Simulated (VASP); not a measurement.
Here is the system:

```
CELL_PARAMETERS angstrom
      0.00000     3.56685     3.56685
      3.56685     0.00000     3.56685
      3.56685     3.56685     0.00000
ATOMIC_POSITIONS crystal
  K  0.00000 0.00000 0.00000
  I  0.50000 0.50000 0.50000
```

Calculation: SCAN meta-GGA, VASP's PBE PAW potentials (set 64) (plane waves; VASP 6.6.1). Run with 520 eV cut-off, 7×7×7 Γ-centred mesh, Gaussian smearing of 0.050 eV, potentials K_sv I.

Unless said otherwise, spin-orbit coupling is left out, though it shifts the bands of the heavy elements here.

Question: Estimate the energy per atom (σ→0), band gap (on the k-mesh) with the smallest direct gap where there is one.

Answer: 
```
Quantity                                       Value
-----------------------------------  ---------------
band gap (on the k-mesh)                     4.48 eV
smallest direct gap (on the k-mesh)          4.48 eV
energy per atom (σ→0)                -24.186 eV/atom
```

The compound is KI in the rock salt structure. This cell is one point of a volume scan, at 1.03 of the reference volume.
